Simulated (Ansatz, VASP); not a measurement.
## SiNi3 in two plane-wave programs

Aim: how closely do two programs agree when they are given the same cell, functional and k mesh? The two relaxations start from unlike cells of this crystal (the structure described is Ansatz's start), so only their ends are compared.

Calculated with Ansatz 0.2.0; plane waves, with VASP 6.6.1 beside it; relaxation of cell and atoms at BLYP.

## 1. The starting structure

It takes space group Pm-3m (No. 221, cubic). Conventional cell: a = 3.510 Å, b = 3.510 Å, c = 3.510 Å, α = 90.00°, β = 90.00°, γ = 90.00°. Nearest to Si lie 12 Ni at 2.48 Å. Ni has 4 Si at 2.48 Å and 8 Ni at 2.48 Å nearest. Farther neighbours are not listed.

Structure file:

```
Si Ni
1.0
     3.50980    0.00000    0.00000
     0.00000    3.50980    0.00000
     0.00000    0.00000    3.50980
Si Ni
1 3
Direct
  0.00000 0.00000 0.00000
  0.00000 0.50000 0.50000
  0.50000 0.50000 0.00000
  0.50000 0.00000 0.50000
```

## 2. VASP: relaxation of cell and atoms, BLYP

The relaxed volume is the usual yardstick between codes: in a stiff, nearly cubic crystal its relative difference is about their pressure difference at one cell divided by the bulk modulus.

Lines of VASP's logs that name or quote its potential files are left out, and so is its time.

File INCAR:

```
SYSTEM = SiNi3
PREC = Accurate
ENCUT = 600
EDIFF = 1E-07
NELM = 120
ISMEAR = 0
SIGMA = 0.1
LREAL = .FALSE.
ALGO = Normal
GGA = B5
ALDAX = 1
AGGAX = 1
AGGAC = 1
ALDAC = 0
NBANDS = 23
LASPH = .TRUE.
LORBIT = 11
LWAVE = .FALSE.
LCHARG = .FALSE.
ISIF = 3
IBRION = 2
NSW = 80
EDIFFG = -0.005
GGA_COMPAT = .FALSE.
NELMIN = 4
KPAR = 2
```

File POSCAR:

```
SiNi3
1.0
    3.5660389859      0.0000000000      0.0000000000
    0.0000000000      3.5660389859      0.0000000000
    0.0000000000      0.0000000000      3.5660389859
Si Ni
1 3
Direct
    0.0000000000      0.0000000000      0.0000000000
    0.0000000000      0.5000000000      0.5000000000
    0.5000000000      0.5000000000      0.0000000000
    0.5000000000      0.0000000000      0.5000000000
```

File KPOINTS:

```
Automatic mesh
0
Gamma
10 10 10
0 0 0
```

Potentials, in the order of the species: Si and Ni (PBE family, release 64).

Run with:

```bash
$ mpirun -np 2 vasp_std
```

Numbers of over 12 decimals in the logs are rounded to 6 here.

The log of the run:

```text
[banner, memory and clock lines left out]
running    2 mpi-ranks, on    1 nodes
 distrk:  each k-point on    1 cores,    2 groups
 distr:  one band on    1 cores,    1 groups

 POSCAR found type information on POSCAR SiNi
 POSCAR found :  2 types and       4 ions
|                                                                             |
|               ----> ADVICE to this user running VASP <----                  |
|                                                                             |
|     You enforced a specific xc type in the INCAR file but a different       |
|     [... a line on the potential file left out ...]
|     I HOPE YOU KNOW WHAT YOU ARE DOING!                                     |
|                                                                             |

 LDA part: xc-table for (Slater(with rela. corr.)+VWN5), standard interpolation
 POSCAR, INCAR and KPOINTS ok, starting setup
 FFT: planning ... GRIDC
 FFT: planning ... GRID_SOFT
 FFT: planning ... GRID
 WAVECAR not read
 entering main loop
       N       E                     dE             d eps       ncg     rms          rms(c)
DAV:   1     0.213295234664E+03    0.21330E+03   -0.17188E+04  2584   0.217E+03
DAV:   2    -0.118559550672E+02   -0.22515E+03   -0.21495E+03  2576   0.362E+02
DAV:   3    -0.225652911045E+02   -0.10709E+02   -0.10351E+02  2919   0.107E+02
DAV:   4    -0.227595479353E+02   -0.19426E+00   -0.19383E+00  2965   0.124E+01
DAV:   5    -0.227663161511E+02   -0.67682E-02   -0.67675E-02  3082   0.222E+00    0.171E+01
DAV:   6    -0.230925077279E+02   -0.32619E+00   -0.36494E+01  2937   0.104E+02    0.163E+01
DAV:   7    -0.197436469244E+02    0.33489E+01   -0.11903E+01  2941   0.594E+01    0.310E+00
DAV:   8    -0.197088925985E+02    0.34754E-01   -0.45479E-01  2690   0.484E+00    0.117E+00
DAV:   9    -0.196978335146E+02    0.11059E-01   -0.20385E-02  3646   0.193E+00    0.406E-01
DAV:  10    -0.196963826746E+02    0.14508E-02   -0.21312E-03  3307   0.365E-01    0.153E-01
DAV:  11    -0.196962810641E+02    0.10161E-03   -0.40542E-04  3895   0.268E-01    0.587E-02
DAV:  12    -0.196962552374E+02    0.25827E-04   -0.85259E-05  3115   0.123E-01    0.127E-02
DAV:  13    -0.196962550534E+02    0.18396E-06   -0.75861E-06  3048   0.222E-02    0.657E-03
DAV:  14    -0.196962533548E+02    0.16987E-05   -0.45750E-07  3080   0.856E-03    0.999E-04
DAV:  15    -0.196962532161E+02    0.13866E-06   -0.11646E-07  1631   0.509E-03    0.651E-04
DAV:  16    -0.196962532656E+02   -0.49476E-07   -0.15313E-08  1463   0.161E-03
   1 F= -.19696253E+02 E0= -.19691056E+02  d E =-.196963E+02
 curvature:   0.00 expect dE= 0.000E+00 dE for cont linesearch  0.000E+00
 trial: gam= 0.00000 g(F)=  0.000E+00 g(S)=  0.153E-04 ort = 0.000E+00 (trialstep = 0.100E+01)
 search vector abs. value=  0.153E-04
 bond charge predicted
       N       E                     dE             d eps       ncg     rms          rms(c)
DAV:   1    -0.196966186176E+02   -0.36540E-03   -0.35017E-03  2646   0.930E-01    0.170E-01
DAV:   2    -0.196966698147E+02   -0.51197E-04   -0.39190E-03  2919   0.111E+00    0.154E-01
DAV:   3    -0.196962623665E+02    0.40745E-03   -0.12125E-03  2940   0.635E-01    0.255E-02
DAV:   4    -0.196962534262E+02    0.89403E-05   -0.34201E-05  2729   0.438E-02    0.594E-03
DAV:   5    -0.196962527170E+02    0.70919E-06   -0.14485E-06  3184   0.128E-02    0.340E-03
DAV:   6    -0.196962524594E+02    0.25758E-06   -0.35761E-07  2978   0.507E-03    0.779E-04
DAV:   7    -0.196962523890E+02    0.70446E-07   -0.61506E-08  1444   0.284E-03
   2 F= -.19696252E+02 E0= -.19691059E+02  d E =0.876647E-06
 trial-energy change:    0.000001  1 .order   -0.000002   -0.000015    0.000012
 step:   0.4214(harm=  0.5669)  dis= 0.00000  next Energy=   -19.696256 (dE=-0.302E-05)
 reached required accuracy - stopping structural energy minimisation
```

Parts of OUTCAR (step 2):

```text
ion  position               nearest neighbor table
   1  0.000  0.000  0.000-   2 2.52   3 2.52   4 2.52   2 2.52   4 2.52   2 2.52   3 2.52   2 2.52
                             3 2.52   4 2.52   4 2.52   3 2.52
   2  0.000  0.500  0.500-   1 2.52   3 2.52   4 2.52   1 2.52   3 2.52   1 2.52   4 2.52   1 2.52
                             3 2.52   4 2.52   3 2.52   4 2.52
   3  0.500  0.500  0.000-   1 2.52   2 2.52   4 2.52   2 2.52   4 2.52   1 2.52   4 2.52   4 2.52
                             1 2.52   2 2.52   2 2.52   1 2.52
   4  0.500  0.000  0.500-   1 2.52   2 2.52   3 2.52   1 2.52   3 2.52   2 2.52   3 2.52   3 2.52
                             1 2.52   2 2.52   1 2.52   2 2.52

  LATTYP: Found a simple cubic cell.
 ALAT       =     3.5660389859

 Subroutine GETGRP returns: Found 48 space group operations
 (whereof 48 operations were pure point group operations)

The static configuration has the point symmetry O_h .

 Found     56 irreducible k-points:

   k-points           NKPTS =     56   k-points in BZ     NKDIM =     56   number of bands    NBANDS=     23

   dimension x,y,z NGX =    28 NGY =   28 NGZ =   28
   dimension x,y,z NGXF=    56 NGYF=   56 NGZF=   56

   ENCUT  =  600.0 eV  44.10 Ry    6.64 a.u.   7.12  7.12  7.12*2*pi/ulx,y,z

   NELECT =      34.0000    total number of electrons

 k-points in reciprocal lattice and weights: Automatic mesh
   0.00000000  0.00000000  0.00000000       0.001
   0.10000000  0.00000000  0.00000000       0.006
   0.20000000  0.00000000  0.00000000       0.006
   0.30000000  0.00000000  0.00000000       0.006
   0.40000000  0.00000000  0.00000000       0.006
   0.50000000  0.00000000  0.00000000       0.003
   0.10000000  0.10000000  0.00000000       0.012
   0.20000000  0.10000000  0.00000000       0.024
   0.30000000  0.10000000  0.00000000       0.024
[...]
0.50000000  0.50000000  0.40000000       0.006
   0.50000000  0.50000000  0.50000000       0.001

 average (electrostatic) potential at core
       1 -79.7672       2 -80.8765       3 -80.8765       4 -80.8765

 E-fermi :  10.3870

 k-point     1 :       0.0000    0.0000    0.0000
  band No.  band energies     occupation
    ...
     15       9.7780      2.00000
     16      10.0917      1.99997
     17      10.4146      0.69663
     18      10.4146      0.69662
     19      10.4146      0.69662
     20      14.6429      0.00000
     21      16.6317      0.00000
     22      16.6317      0.00000
     23      20.5946      0.00000

 k-point     2 :       0.1000    0.0000    0.0000
  band No.  band energies     occupation
    ...
     13       9.7087      2.00000
     14       9.7797      2.00000
     15       9.8004      2.00000
     16      10.0475      2.00000
     17      10.4147      0.69546
     18      10.6525      0.00017
     19      10.6525      0.00017
     20      14.9243      0.00000
     21      16.6231      0.00000
     22      16.9850      0.00000
    ...

 k-point     3 :       0.2000    0.0000    0.0000
  band No.  band energies     occupation
    ...
     13       9.6304      2.00000
     14       9.6803      2.00000
     15       9.7750      2.00000
     16       9.9254      2.00000
     17      10.4150      0.69209
     18      11.3210      0.00000
     19      11.3210      0.00000
     20      15.1993      0.00000
     21      16.5982      0.00000
     22      17.9482      0.00000
    ...

  Total        0.0156920      0.0156920      0.0156920      0.0000000      0.0000000      0.0000000
  in kB        0.5548214      0.5548214      0.5548214      0.0000000      0.0000000      0.0000000
  external PRESSURE =       0.5548214 kB  Pullay stress =       0.0000000 kB

  energy-cutoff  :      600.00
  volume of cell :       45.31
      direct lattice vectors                 reciprocal lattice vectors
     3.565155695 -0.000000000 -0.000000000     0.280492659 -0.000000000  0.000000000
     0.000000000  3.565155695  0.000000000     0.000000000  0.280492659  0.000000000
    -0.000000000 -0.000000000  3.565155695     0.000000000 -0.000000000  0.280492659

 POSITION                                       TOTAL-FORCE (eV/Angst)
 -----------------------------------------------------------------------------------
      0.00000      0.00000      0.00000         0.000000      0.000000      0.000000
     -0.00000      1.78258      1.78258         0.000000     -0.000000      0.000000
      1.78258      1.78258     -0.00000         0.000000      0.000000      0.000000
      1.78258     -0.00000      1.78258        -0.000000     -0.000000      0.000000
 -----------------------------------------------------------------------------------
    total drift:                                0.000000      0.000000      0.000000

  FREE ENERGIE OF THE ION-ELECTRON SYSTEM (eV)
  ---------------------------------------------------
  free  energy   TOTEN  =       -19.6962523890 eV

  energy  without entropy=      -19.6858655766  energy(sigma->0) =      -19.69105898

 reached required accuracy - stopping structural energy minimisation

 total charge
# of ion       s       p       d       tot
------------------------------------------
    1        0.746   0.801   0.000   1.546
    2        0.465   0.508   8.438   9.412
    3        0.465   0.508   8.438   9.412
    4        0.465   0.508   8.438   9.412
--------------------------------------------------
tot          2.142   2.324  25.315  29.782

[... 3 further parts left out ...]
```

CONTCAR:

```
SiNi3
   1.00000000000000
     3.5651556951147834   -0.0000000000000000   -0.0000000000000000
     0.0000000000000000    3.5651556951147834    0.0000000000000000
    -0.0000000000000000   -0.0000000000000000    3.5651556951147834
  Si              Ni
     1     3
Direct
     0.0000000000000000    0.0000000000000000    0.0000000000000000
     0.0000000000000000    0.5000000000000000    0.5000000000000000
     0.5000000000000000    0.5000000000000000    0.0000000000000000
     0.5000000000000000    0.0000000000000000    0.5000000000000000
```

This run has no spin polarisation, so a moment on Ni, if there is one, isn't seen.

## 3. Ansatz: relaxation of cell and atoms, BLYP

Ansatz runs on its default PAW (the set named soft_2) files.

Its own start cell and the same functional (in two slightly different forms), mesh and smearing now go to Ansatz, which takes its cutoff from its data sets.

File input.yaml:

```yaml
crystal:
  lattice:
    - [3.5098, 0.0, 0.0]
    - [0.0, 3.5098, 0.0]
    - [0.0, 0.0, 3.5098]
  atoms:
    - { symbol: Si, position: [0.0, 0.0, 0.0] }
    - { symbol: Ni, position: [0.0, 0.5, 0.5] }
    - { symbol: Ni, position: [0.5, 0.5, 0.0] }
    - { symbol: Ni, position: [0.5, 0.0, 0.5] }
kpoints:
  mp_grid: { grid: [10, 10, 10] }
hamiltonian:
  xc: blyp
scf:
  occupations: { method: gaussian, width: 0.1 }
output:
  forces: true
  stress: true
  eigenvalues: true
relax:
  adjacent_minimum: "off"
  f_tol: 0.005
  max_steps: 60
  cell: { stress_tol: 0.03 }
```

Run with:

```bash
$ ansatz run input.yaml --threads 4 --pin off --max-ram 8192MiB --backend cpu --events-out ev --progress --plain --runs-dir out
```

The log of the run:

```text
Engine: ansatz 0.2.0, aarch64-unknown-linux-gnu
Pseudopotentials: kind: paw
Pseudopotential: Si, paw, valence charge 4, recommended cutoff 420 eV (normal), Si.paw.azcp
Pseudopotential: Ni, paw, valence charge 18, recommended cutoff 420 eV (normal), Ni.paw.azcp
Functional definition: BLYP
  parameter beta = 0.0042
  parameter a = 0.04918
  parameter b = 0.132
  parameter c = 0.2533
  parameter d = 0.349
  exchange = b88_x(beta = beta)
  correlation = lyp_c(a = a, b = b, c = c, d = d)
Crystal: 4 atoms, lattice volume = 43.236 Å³
Basis set: ecut = 420 eV, 847 PW (Γ), exchange–correlation on 48×48×48 points (8 copies of the dense FFT grid, shifted against one another)
Bands: 35, of which v1, the nominal top of the filled ones, is band 29 counted from 1 (28 counted from 0)
Symmetry: 48 space group operations
Space group: Pm-3m (ITA 221), of the structure as read, at distance tolerance 3.5e-5 Å
k-points: 56 of 1000
Non-local potential: Si, projectors of the file, l = 0: 2, l = 1: 2, l = 2: 2
Non-local potential: Ni, projectors of the file, l = 0: 3, l = 1: 2, l = 2: 3, l = 3: 1
PAW form: soft (Blöchl's): semilocal exchange-correlation on the pseudo side does not see the compensation charge
PAW frozen core: Si, regenerated for the run's functional, and the local potential with it (the file was generated under x = pbe(κ = 0.804, μ = 0.219515), c = pbe(β = 0.066725))
PAW frozen core: Ni, regenerated for the run's functional, and the local potential with it (the file was generated under x = pbe(κ = 0.804, μ = 0.219515), c = pbe(β = 0.066725))
PAW one-centre angular grid: Si, 110 points (default); XC on 64 Gauss nodes
PAW one-centre angular grid: Ni, 590 points (default); XC on 64 Gauss nodes
Initial density: superposition of atomic densities (neutral atoms: chi_scale 0, normalization atom), corrected by the library's trained network
Initial wavefunctions: pseudopotential atomic-orbital guess
Functional: x = b88, c = lyp
SCF iter   1: F=—  HF=-18185.413115 eV  |F-HF|=—  |Δ(HF+E_count)|=         —  Δρ=3.23e-2  dr2=3.31e-1  ethr=1.77e-3  ⟨swp⟩=5.2  Hψ=7001  notcnv=0
preconditioner: auto → Kerker (q_TF=auto, 2.865 Å⁻¹)  [metal: Δε(μ)=0.038 eV  Ē_g=7.421 eV  σ=0.100 eV  W_gap=0.21  n_scr=18 (ndim 8)  ℏωp=32.9 eV  f_vac=0.001  D(μ)=1.91/eV (n_scr^D=18)]
SCF iter   2: F=—  HF=-18185.377034 eV  |F-HF|=—  |Δ(HF+E_count)|=   3.61e-2  Δρ=1.04e-2  dr2=4.75e-2  ethr=5.71e-4  ⟨swp⟩=2.0  Hψ=2691  notcnv=0  defer=67
SCF iter   3: F=—  HF=-18185.369683 eV  |F-HF|=—  |Δ(HF+E_count)|=   7.35e-3  Δρ=4.43e-3  dr2=9.30e-3  ethr=8.20e-5  ⟨swp⟩=1.1  Hψ=1907  notcnv=0  defer=67
SCF iter   4: F=—  HF=-18185.368887 eV  |F-HF|=—  |Δ(HF+E_count)|=   7.96e-4  Δρ=1.11e-3  dr2=3.03e-4  ethr=1.60e-5  ⟨swp⟩=2.1  Hψ=2560  notcnv=0  defer=67
SCF iter   5: F=—  HF=-18185.369025 eV  |F-HF|=—  |Δ(HF+E_count)|=   1.38e-4  Δρ=2.75e-4  dr2=3.17e-5  ethr=5.23e-7  ⟨swp⟩=2.1  Hψ=3136  notcnv=0  defer=67
SCF iter   6: F=—  HF=-18185.368986 eV  |F-HF|=—  |Δ(HF+E_count)|=   3.83e-5  Δρ=5.78e-5  dr2=1.13e-6  ethr=5.47e-8  ⟨swp⟩=2.3  Hψ=2644  notcnv=0  defer=67
SCF iter   7: F=-18185.368987 eV  HF=-18185.368987 eV  |F-HF|=1.40e-8  |Δ(HF+E_count)|=   2.64e-7  Δρ=1.33e-5  dr2=6.16e-8  ethr=1.72e-10  ⟨swp⟩=8.5  Hψ=9450  notcnv=0
SCF 1 converged in 7 iterations: F = -18185.368987 eV  dr2 = 6.16e-8
  greatest PAW one-centre occupation: 1.001 electrons in one spin orbital (limit 2), on the Ni atom at site 3 (counted from 0), in its partial waves of l = 1
relax step   1: F+E_penalty+E_count = -18185.36898655 eV  Δ(F+E_penalty+E_count) = +0.000e0 eV  max|allowed force component| = 4.349e-29 eV/Å  Δτ_max = 0.0000 Å  P = +9.099 GPa  Ω = 43.236 Å³  (7 SCF iters, dr2 threshold 1.00e-7 eV, accepted)
[...]
relax step   6: F+E_penalty+E_count = -18185.42356216 eV  Δ(F+E_penalty+E_count) = +3.270e-6 eV  max|allowed force component| = 1.178e-29 eV/Å  Δτ_max = 0.0000 Å  P = +0.001 GPa  Ω = 45.247 Å³  energy of the carried Pulay correction = -5.664e-6 eV  (6 SCF iters, dr2 threshold 7.60e-9 eV, accepted)
[...]
relax step   7: F+E_penalty+E_count = -18185.42358162 eV  Δ(F+E_penalty+E_count) = -1.945e-5 eV  max|allowed force component| = 1.841e-29 eV/Å  Δτ_max = 0.0000 Å  P = +0.000 GPa  Ω = 45.247 Å³  stress off target by 3.44e-4 GPa  SCF on the basis re-selected at this cell (its energy is not comparable with the rows above)  (8 SCF iters)
basis re-selected at this cell: Δ(F+E_penalty+E_count) = -1.945e-5 eV, ΔP = -0.000 GPa vs the last step (what re-selecting the basis moved, of the pressure what is left beyond the Pulay correction that the steps carried, after the strain that the cell walked since its last selection, with what the two solves' SCF thresholds leave and, on support functions, any second-order correction that the steps lacked; it is no m [...]
SCF converged after 8 iterations
Free energy (F): -18185.423582 eV
Harris-Foulkes:  -18185.423582 eV  (|F-HF|=0.00e0)
Internal energy: -18185.413219 eV  (E = F + TS)
E sigma→0 (E₀):  -18185.418400 eV
Entropy (-TS):   -0.010363 eV (-2.591 meV/atom)
Fermi energy:    16.913391 eV
--- Per-component energies (eV) ---
  E_band       = -867.304068
  E_kinetic    = 895.758498
  E_local      = -11855.379512  (includes V_loc(G=0)·N_el)
  E_nonlocal   = 1923.068144
  E_hartree    = 5061.760645
  E_xc         = -305.073038
  E_vxc        = -368.607326  (∫ρ·V_xc dr)
  E_paw        = -5445.068851  (= ΣΔE_a)
  E_vpaw       = -1585.666416  (= ΣTr[D̂ρ^β])
  E_aug_tail   = 0.001252  (compensation charges beyond the density's cutoff)
  E_ewald      = -8460.506317
  E_core_change = 0.025959  (= ΣΔE_core)
  E_smearing   = -0.010363  (= −TS)
  E_closure    = 0.000000  (closes the sum)
  Σ components = -18185.423582   (vs F -18185.423582, Δ=0.00e0)
--- Forces (eV/Å), atoms counted from 1 ---
  atom   1  Si    -0.00000000     0.00000000     0.00000000
  atom   2  Ni     0.00000000     0.00000000    -0.00000000
  atom   3  Ni     0.00000000     0.00000000     0.00000000
  atom   4  Ni     0.00000000     0.00000000     0.00000000
  max |Σ_I F_I| component: 2.73e-29 eV/Å
--- Stress (GPa, compression-positive) ---
        0.000344      -0.000000       0.000000
       -0.000000       0.000344      -0.000000
        0.000000      -0.000000       0.000344
  P = ⅓ Tr σ = 0.0003 GPa (0.003 kbar)
--- Band table (eV; the first three rows and the last of 56) ---
  k-point 0: bands = [... 25 lower, 16.2983, 16.2983, 16.6221, 16.9433, 16.9433, 16.9433, 21.1395, 23.1110, ... 2 higher]
  k-point 1: bands = [... 25 lower, 16.3001, 16.3158, 16.5774, 16.9434, 17.1711, 17.1711, 21.4196, 23.1027, ... 2 higher]
  k-point 2: bands = [... 25 lower, 16.1958, 16.2955, 16.4534, 16.9437, 17.8306, 17.8306, 21.6867, 23.0786, ... 2 higher]
  k-point 55: bands = [... 25 lower, 15.7440, 15.7440, 16.7149, 16.7149, 16.7149, 16.7817, 17.8499, 20.7166, ... 2 higher]
--- Relaxed structure (5 steps of the walk, 5 accepted, 2 SCFs on fresh bases) ---
  F+E_penalty+E_count = -18185.42358162 eV   max|allowed force component| = 1.841e-29 eV/Å   (the final SCF, on the basis selected at the relaxed cell)
  cell:  # Å, volume = 45.2465 Å³
    - [3.563377, 0, 0]
    - [0, 3.563377, 0.0]
    - [0, 0.0, 3.563377]
  atoms:
    - { symbol: Si, position: [0, 0, 0] }
    - { symbol: Ni, position: [0, 0.5, 0.5] }
    - { symbol: Ni, position: [0.5, 0.5, 0] }
    - { symbol: Ni, position: [0.5, 0, 0.5] }
```

## 4. Comparison

Known differences besides the potentials themselves: the data sets hold 58 valence electrons in Ansatz (on its default PAW (the set named soft_2) files) and 34 in VASP; the cutoff is 420 eV in Ansatz and 600 eV in VASP; Ansatz makes its cores anew for this functional, VASP keeps those of its PBE data sets; VASP's log shows a relativistic correction to its local exchange, Ansatz's none; Ansatz adds a Pulay correction to the stress that steers its cell, VASP none. Total energies have different zeros and are not compared.

The two programs side by side:

```csv
quantity,Ansatz,VASP,difference
volume (Å³),45.25,45.31,-0.15 %
"edge a after relaxation, in the typed setting (Å)",3.563,3.565,-0.05 %
```

## 5. Outcome

```
difference in volume (relaxation of cell and atoms, BLYP) : -0.15 %
```

The difference in volume is -0.15 % (relaxation of cell and atoms, BLYP), within the 1.2 % picked in this series as the mark of a large difference, as far as the stopping tolerances let one tell. The data sets hold unlike numbers of valence electrons (58 in Ansatz and 34 in VASP), so part of the differences comes from the potentials. 1 further run of this series is not shown here. How closely two codes agree says nothing of how well the functional describes the real material.

[Lines on the potential files, build, host, timing and source positions are cut from VASP's logs without a mark.]

[Logs are printed without paths, hosts, clocks, repeated set-up lines and the standing remarks that a program may print on its own settings, such as how far it seeks lower states.]

[Hosts, paths, dates, database ids (printed as entryN), source tags and the programs' standing remarks are cut or masked in the printed files.]
